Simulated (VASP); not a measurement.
A run of VASP 6.6.1:

The input INCAR:

```
SYSTEM = LiGeN
PREC = Accurate ; ENCUT = 520
EDIFF = 1E-6 ; ISMEAR = 0
SIGMA = 0.1 ; LREAL = .FALSE.
LASPH = .TRUE. ; NELM = 150
ALGO = Normal ; ISIF = 2
LWAVE = .FALSE. ; LCHARG = .FALSE.
METAGGA = R2SCAN ; LMIXTAU = .TRUE.
NBANDS = 31 ; KPAR = 4
```

Contents of KPOINTS:

```
regular mesh
0
G
  12 12 4
  0 0 0
```

POSCAR

```
LiGeN                                   
1.0
    3.0073989017     -0.0000000000     -0.0000000000
   -1.5036994559      2.6044838529      0.0000000000
   -0.0000000000     -0.0000000000      9.7088031387
  Li              Ge              N             
     2     2     2
Direct
     0.0000000000000000    0.0000000000000000    0.2051763332997011
     0.0000000000000000    0.0000000000000000    0.7051763332997009
     0.3333333300000021    0.6666666699999979    0.4701063178413207
     0.6666666699999979    0.3333333300000021    0.9701063178413205
     0.3333333300000021    0.6666666699999979    0.0746889888589836
     0.6666666699999979    0.3333333300000021    0.5746889888589837
```

Potentials or basis: VASP PAW PBE potentials, release 64 (Li_sv, Ge_d, N).

The run is started by

```bash
$ cat potpaw_PBE.64/Li_sv/POTCAR potpaw_PBE.64/Ge_d/POTCAR potpaw_PBE.64/N/POTCAR > POTCAR
$ mpirun -np 4 vasp_std > vasp.out
```

Hardware: 4 MPI ranks on AMD EPYC 9R45 96-Core Processor (Zen 5), on a shared host.

Q: Estimate the wall time of this run.

A: It took 2.3 min on 4 MPI ranks on AMD EPYC 9R45 96-Core Processor (Zen 5), with other jobs on the host, peak memory 0.26 GiB a rank. Counts: scf iterations 25, k points 57.
